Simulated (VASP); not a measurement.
Energy against volume of WC (wc). These are RPBE GGA, VASP's PBE PAW potentials (set 64) (plane waves; VASP) values and carry that method's errors. Settings: 520 eV cut-off, 14×14×13 Γ-centred mesh, first-order Methfessel-Paxton smearing of 0.10 eV, potentials W_sv C.

Shape and ions are relaxed at each volume.

```json
[
 {"V (Å³/atom)": "10.030", "E (eV/atom)": "-10.65349"},
 {"V (Å³/atom)": "10.350", "E (eV/atom)": "-10.69172"},
 {"V (Å³/atom)": "10.671", "E (eV/atom)": "-10.70379"},
 {"V (Å³/atom)": "10.991", "E (eV/atom)": "-10.69353"}
]
```

Task: Fit these four points and predict the energy of the run at 11.311 Å³/atom.

Result: A cubic in V^(−2/3), the third-order Birch-Murnaghan form, passes through the four points with V0 = 10.67 Å³/atom and B0 = 370 GPa, and gives -10.6643 eV/atom there. The run gave -10.6642 eV/atom, +0.1 meV/atom from the fit; all five points give B0 = 371 GPa.

The compound is WC in the wc structure. It was relaxed first.
